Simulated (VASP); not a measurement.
```
AuCu
1.0
    2.80000     0.00000     0.00000
    0.00000     2.80000     0.00000
    0.00000     0.00000     3.67000
Cu Au
1 1
Cartesian
  0.00000   0.00000   0.00000
  1.40000   1.40000   1.83500
```

All values below come from PBE GGA with D3 dispersion (Becke-Johnson damping), VASP's PBE PAW potentials (set 64) (plane waves; VASP). Numerical set-up: 520 eV cut-off, 12×12×9 Γ-centred mesh, first-order Methfessel-Paxton smearing of 0.10 eV, potentials Cu Au.

Q: The ions, cell shape and volume are relaxed. What does this cell relax into?

A: 
```
AuCu
1.0
    2.84440     0.00000     0.00000
    0.00000     2.84440     0.00000
    0.00000     0.00000     3.54581
Cu Au
1 1
Cartesian
  0.00000   2.84440   0.00000
  1.42220   1.42220   1.77290
```
Space group P4/mmm (123), at a tolerance of 0.03 Å.

Q: How do energy and volume change from the first to the last step?

A: The energy (σ→0) changes by -3.1 meV/atom and the volume by -0.3 %, in 13 ionic steps.

| step | E(σ→0) (eV) | max force (eV/Å) | pressure (GPa) | volume (Å³) |
|---|---|---|---|---|
| 1 | -8.2729 | 0.000 | -0.54 | 28.77 |
| 2 | -8.2743 | 0.000 | 0.65 | 28.57 |
| 3 | -8.2743 | 0.000 | 1.39 | 28.44 |
| 4 | -8.2744 | 0.000 | 1.21 | 28.50 |
| 5 | -8.2750 | 0.000 | 1.23 | 28.49 |
| 6 | -8.2764 | 0.000 | 1.31 | 28.48 |
| 7 | -8.2779 | 0.000 | 1.34 | 28.44 |
| 8 | -8.2789 | 0.000 | 0.31 | 28.64 |
| 9 | -8.2790 | 0.000 | -0.14 | 28.71 |
| 10 | -8.2790 | 0.000 | -0.03 | 28.69 |
| 11 | -8.2790 | 0.000 | -0.04 | 28.69 |
| 12 | -8.2791 | 0.000 | -0.06 | 28.69 |
| 13 | -8.2791 | 0.000 | 0.02 | 28.69 |

The compound is CuAu in the L1_0 structure. This run relaxes it. Symmetry was kept, so distortions that lower it aren't found.
